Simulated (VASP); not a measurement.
The system is GdN.

```
Gd N
1.0
     2.50500    2.50500    5.01000
     5.01000    2.50500    2.50500
     2.50500    5.01000    2.50500
Gd N
2 2
Direct
  0.00000 0.00000 0.00000
  0.50000 0.50000 0.50000
  0.25000 0.25000 0.25000
  0.75000 0.75000 0.75000
```

The cell comes from a database or a generator and needn't be the stable form of this composition.

Base run:

| Property | Result |
| --- | --- |
| Program | VASP 6.6.1 |
| Functional | PBE |
| Potentials or basis | VASP PAW PBE potentials, release 64 (Gd, N) |
| Cutoff | 520 eV |
| k mesh | 7 × 7 × 7 |
| Occupations | fermi-dirac, width 0.05 eV |
| Spin | collinear spin, antiferromagnetic start |
| Starting moments | [7.0, -7.0, 0.0, 0.0] μB |
| Hubbard terms | Gd f U = 8 eV |

Its results: band gap on the k mesh 0.17 eV; pressure 0.2 GPa; net moment 0.00 μB per cell; site moments Gd +6.88, -6.88; N +0.00 μB.

The run is repeated on the same cell with these changes: spin from collinear spin, antiferromagnetic start to collinear spin, ferromagnetic start; moments at the start from [7.0, -7.0, 0.0, 0.0] to [7.0, 7.0, 0.0, 0.0]. What comes out?

Band gap on the k mesh none (metal or under the smearing width); pressure 0.0 GPa; net moment 14.00 μB per cell; site moments Gd +6.88; N -0.12 μB.

Caveats: spin-orbit coupling is left out, which moves the levels of the heavy elements; an odd mesh through Γ misses points on the zone boundary, where band edges often lie (some runs).
